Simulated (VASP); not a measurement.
Given:

```
W3Se2Te4
1.0
    3.41798     0.00000     0.00000
   -1.70899     2.96005     0.00000
    0.00000     0.00000    30.24614
Te W Se
4 3 2
Direct
  0.00000   0.00000   0.40435
  0.33333   0.66667   0.51792
  0.33333   0.66667   0.64002
  0.00000   0.00000   0.28217
  0.00000   0.00000   0.11861
  0.00000   0.00000   0.57904
  0.33333   0.66667   0.34324
  0.33333   0.66667   0.06496
  0.33333   0.66667   0.17239
```

Calculation: PBEsol GGA, VASP's PBE PAW potentials (set 64) (plane waves; VASP). Settings: 400 eV cut-off, Gaussian smearing of 0.050 eV, potentials Te W_sv Se.

The cell holds a wide vacuum, so values per volume refer to the whole cell. Unless said otherwise, spin-orbit coupling is left out, though it shifts the bands of the heavy elements here.

### Question
Give the energies of bands 31 to 44 at the high-symmetry points, in eV from the valence-band maximum.

### Answer

| band | Γ | M | K | A | L | H |
|---|---|---|---|---|---|---|
| 31 | -1.67 | -2.41 | -3.67 | -1.67 | -2.41 | -3.67 |
| 32 | -1.59 | -2.19 | -3.17 | -1.59 | -2.19 | -3.17 |
| 33 | -1.04 | -2.13 | -3.12 | -1.04 | -2.13 | -3.12 |
| 34 | -0.71 | -1.84 | -2.62 | -0.71 | -1.84 | -2.62 |
| 35 | -0.71 | -1.49 | -2.11 | -0.71 | -1.49 | -2.11 |
| 36 | -0.70 | -1.18 | -2.11 | -0.70 | -1.18 | -2.11 |
| 37 | -0.70 | -1.16 | -0.66 | -0.70 | -1.16 | -0.66 |
| 38 | -0.42 | -0.32 | -0.17 | -0.42 | -0.32 | -0.17 |
| 39 | -0.22 | -0.18 | 0.00 | -0.22 | -0.18 | 0.00 |
| 40 | 2.09 | 1.40 | 0.55 | 2.09 | 1.40 | 0.55 |
| 41 | 2.09 | 1.76 | 1.44 | 2.09 | 1.76 | 1.44 |
| 42 | 2.37 | 1.96 | 1.44 | 2.37 | 1.96 | 1.44 |
| 43 | 2.37 | 2.09 | 1.45 | 2.37 | 2.09 | 1.45 |
| 44 | 3.43 | 2.11 | 1.96 | 3.44 | 2.11 | 1.96 |

The gap is direct, 0.54 eV, from the valence maximum at K to the conduction minimum at K.

The cell is a sheet with vacuum, built from a database entry that may be metastable or hypothetical.
